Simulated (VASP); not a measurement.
These are SCAN meta-GGA, VASP's PBE PAW potentials (set 64) (plane waves; VASP 6.6.1) values and carry that method's errors.

The input files of a VASP run:

### KPOINTS
```
Automatic mesh
0
Gamma
15 15 8
0 0 0
```

KPOINTS_OPT:
```
k-points along high-symmetry lines
6
Line-mode
Reciprocal
  0.000000   0.000000   0.000000 ! GAMMA
  0.500000   0.000000   0.000000 ! M

  0.500000   0.000000   0.000000 ! M
  0.333333   0.333333   0.000000 ! K

  0.333333   0.333333   0.000000 ! K
  0.000000   0.000000   0.000000 ! GAMMA

  0.000000   0.000000   0.000000 ! GAMMA
  0.000000   0.000000   0.500000 ! A

  0.000000   0.000000   0.500000 ! A
  0.500000   0.000000   0.500000 ! L

  0.500000   0.000000   0.500000 ! L
  0.333333   0.333333   0.500000 ! H

  0.333333   0.333333   0.500000 ! H
  0.000000   0.000000   0.500000 ! A

  0.500000   0.000000   0.500000 ! L
  0.500000   0.000000   0.000000 ! M

  0.333333   0.333333   0.500000 ! H
  0.333333   0.333333   0.000000 ! K
```

**POSCAR**
```
Hf
1
    3.1599334719     0.0000000000     0.0000000000
   -1.5799667359     2.7365826102     0.0000000000
    0.0000000000     0.0000000000     4.9744975414
Hf
2
Direct
  0.3333330000   0.6666670000   0.2500000000
  0.6666670000   0.3333330000   0.7500000000
```

**INCAR**
```
ALGO  =  Normal
EDIFF  =  1E-7
ENCUT  =  400
ISIF  =  2
ISMEAR  =  -5
LASPH  =  .TRUE.
LCHARG  =  .FALSE.
LMAXMIX  =  6
LMIXTAU  =  .TRUE.
LORBIT  =  11
LREAL  =  .FALSE.
LWAVE  =  .FALSE.
METAGGA  =  SCAN
NEDOS  =  601
NELM  =  100
PREC  =  Accurate
SYSTEM  =  Hf
```

POTCAR, in this order: Hf_pv (PBE.64 set). Program: vasp_std.

What VASP printed:

### OSZICAR
```
       N       E                     dE             d eps       ncg     rms          rms(c)
DAV:   1    -0.699352151264E+02   -0.69935E+02   -0.10596E+04  3828   0.116E+03
DAV:   2    -0.130220680503E+03   -0.60285E+02   -0.59380E+02  4770   0.246E+02
DAV:   3    -0.131993314762E+03   -0.17726E+01   -0.17529E+01  5108   0.291E+01
DAV:   4    -0.132009298538E+03   -0.15984E-01   -0.15963E-01  4380   0.349E+00
DAV:   5    -0.132009542109E+03   -0.24357E-03   -0.24352E-03  5066   0.352E-01    0.706E+01
DAV:   6    -0.126001207167E+03    0.60083E+01   -0.93021E-01  3870   0.938E+00    0.404E+01
DAV:   7    -0.123914926569E+03    0.20863E+01   -0.24065E+00  4086   0.111E+01    0.670E+00
DAV:   8    -0.125663778104E+03   -0.17489E+01   -0.20223E+00  3954   0.103E+01    0.128E+01
DAV:   9    -0.125443131045E+03    0.22065E+00   -0.35759E-01  3840   0.721E+00    0.138E+00
DAV:  10    -0.125394677627E+03    0.48453E-01   -0.36445E-02  4206   0.248E+00    0.246E+00
DAV:  11    -0.125387985317E+03    0.66923E-02   -0.60251E-04  4992   0.239E-01    0.298E+00
DAV:  12    -0.125445803810E+03   -0.57818E-01   -0.12965E-01  3798   0.501E+00    0.281E-01
DAV:  13    -0.125445536577E+03    0.26723E-03   -0.50811E-04  5206   0.160E-01    0.293E-01
DAV:  14    -0.125444784072E+03    0.75251E-03   -0.30710E-03  3894   0.702E-01    0.307E-01
DAV:  15    -0.125445001629E+03   -0.21756E-03   -0.86839E-06  5234   0.243E-02    0.305E-01
DAV:  16    -0.125442043593E+03    0.29580E-02   -0.12978E-03  3840   0.466E-01    0.506E-01
DAV:  17    -0.125454839997E+03   -0.12796E-01   -0.33956E-03  3804   0.670E-01    0.461E-01
DAV:  18    -0.125448977496E+03    0.58625E-02   -0.43283E-03  3804   0.794E-01    0.644E-01
DAV:  19    -0.125448678140E+03    0.29936E-03   -0.12326E-03  3924   0.372E-01    0.554E-01
DAV:  20    -0.125446658805E+03    0.20193E-02   -0.43867E-03  3816   0.775E-01    0.563E-01
DAV:  21    -0.125447715390E+03   -0.10566E-02   -0.28664E-04  3948   0.218E-01    0.623E-01
DAV:  22    -0.125446700101E+03    0.10153E-02   -0.24318E-03  3816   0.594E-01    0.350E-01
DAV:  23    -0.125446905935E+03   -0.20583E-03   -0.64372E-04  4302   0.278E-01    0.279E-01
DAV:  24    -0.125446816693E+03    0.89242E-04   -0.33227E-05  4794   0.593E-02    0.256E-01
DAV:  25    -0.125446830370E+03   -0.13677E-04   -0.10572E-05  4134   0.368E-02    0.238E-01
DAV:  26    -0.125446764653E+03    0.65717E-04   -0.14814E-05  3972   0.414E-02    0.220E-01
DAV:  27    -0.125446726406E+03    0.38247E-04   -0.56993E-05  3888   0.653E-02    0.111E-01
DAV:  28    -0.125446728798E+03   -0.23923E-05   -0.48782E-05  3828   0.855E-02    0.772E-02
DAV:  29    -0.125446775454E+03   -0.46656E-04   -0.95897E-05  3834   0.105E-01    0.621E-02
DAV:  30    -0.125446781122E+03   -0.56684E-05   -0.45678E-05  3834   0.806E-02    0.416E-02
DAV:  31    -0.125446812539E+03   -0.31417E-04   -0.16479E-05  3906   0.412E-02    0.136E-02
DAV:  32    -0.125446793313E+03    0.19227E-04   -0.25462E-06  4584   0.157E-02    0.714E-03
DAV:  33    -0.125446806629E+03   -0.13317E-04   -0.57715E-06  3876   0.280E-02    0.524E-03
DAV:  34    -0.125446802601E+03    0.40285E-05   -0.17516E-06  3900   0.160E-02    0.258E-03
DAV:  35    -0.125446805586E+03   -0.29850E-05   -0.11005E-07  3018   0.420E-03    0.260E-03
DAV:  36    -0.125446805466E+03    0.11970E-06   -0.22537E-07  3916   0.524E-03    0.103E-03
DAV:  37    -0.125446804933E+03    0.53325E-06   -0.18341E-08  2064   0.146E-03    0.780E-04
DAV:  38    -0.125446805295E+03   -0.36256E-06   -0.45499E-09  2052   0.810E-04    0.280E-04
DAV:  39    -0.125446805055E+03    0.24047E-06   -0.12416E-09  2028   0.340E-04    0.133E-04
DAV:  40    -0.125446805033E+03    0.21656E-07   -0.37936E-10  2034   0.194E-04
   1 F= -.12544681E+03 E0= -.12544681E+03  d E =0.000000E+00
       N       E                     dE             ncg
```

OUTCAR:
```
------------------------ aborting loop because EDIFF is reached ----------------------------------------
  FORCE on cell =-STRESS in cart. coord.  units (eV):
  Direction    XX          YY          ZZ          XY          YZ          ZX
  --------------------------------------------------------------------------------------
  Total       -0.0441979     -0.0441979     -0.0148015     -0.0000000      0.0000000     -0.0000000
  in kB       -1.6461766     -1.6461765     -0.5512906     -0.0000000      0.0000000     -0.0000000
  external PRESSURE =      -1.2812146 kB  Pullay stress =       0.0000000 kB
  volume of cell :       43.02
      direct lattice vectors                 reciprocal lattice vectors
     3.159933472  0.000000000  0.000000000     0.316462359  0.182709631  0.000000000
    -1.579966736  2.736582610  0.000000000     0.000000000  0.365419263  0.000000000
     0.000000000  0.000000000  4.974497541     0.000000000  0.000000000  0.201025328
 POSITION                                       TOTAL-FORCE (eV/Angst)
 -----------------------------------------------------------------------------------
     -0.00000      1.82439      1.24362         0.000000     -0.000000      0.000000
      1.57997      0.91219      3.73087        -0.000000      0.000000      0.000000
 -----------------------------------------------------------------------------------
    total drift:                               -0.000155      0.000093     -0.000016
  FREE ENERGIE OF THE ION-ELECTRON SYSTEM (eV)
  ---------------------------------------------------
  free  energy   TOTEN  =      -125.4468050332 eV

  energy  without entropy=     -125.4468050332  energy(sigma->0) =     -125.44680503

 total charge

# of ion       s       p       d       tot
------------------------------------------
    1        0.357   6.425   1.595   8.376
    2        0.357   6.425   1.595   8.376
--------------------------------------------------
tot          0.714  12.849   3.190  16.753
```
(Selected blocks of OUTCAR.)

For a metal the tetrahedron method with Blöchl corrections gives inexact stress and forces.

The structure comes from a measured Hf entry (P6_3/mmc) of the Crystallography Open Database, whose conditions weren't checked. It was relaxed first, which changed the volume by -7 %.
